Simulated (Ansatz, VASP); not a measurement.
# One calculation of Ge3Pd, two programs

```
Pd Ge
1.0
     4.14202    0.00000    0.00000
     0.00000    4.14202    0.00000
     0.00000    0.00000    4.14202
Pd Ge
1 3
Cartesian
  0.0000 0.0000 0.0000
  2.0710 2.0710 0.0000
  2.0710 0.0000 2.0710
  0.0000 2.0710 2.0710
```

The cell comes from a database or a generator and needn't be the stable form of this composition.

Alike in both runs: functional PBEsol; k mesh 7 × 7 × 7; occupations fermi-dirac, width 0.05 eV; no spin polarisation; Hubbard terms Pd d U = 2.0 eV.

```csv
,VASP,Ansatz
version,VASP 6.6.1,Ansatz 0.2.0
potentials or method,"VASP PAW PBE potentials, release 64 (Pd, Ge_d)",Ansatz PAW
plane-wave cutoff (eV),520,420
valence electrons in the cell,52,60
task,single point,band structure
```

|  | VASP | Ansatz | Ansatz less VASP |
| --- | --- | --- | --- |
| gap on the k mesh at the Fermi level (eV) | none | none | - |
| pressure (GPa) | -5.4 | -4.4 | +1.03 |

The programs project onto different local orbitals, so the same U acts differently. A gap of «none» marks a metal or a gap that the smearing closes. The two sets of potentials don't hold the same shells in valence.

Caveats: U without spin polarisation on a metal has little footing; the U is typed as a test and isn't derived for this compound; the PAW data sets were made with another functional, which shifts forces and pressure a little (VASP); the PAW data sets come from PBE, with cores solved anew for the run's functional, which leaves a small shift of forces and pressure (Ansatz).
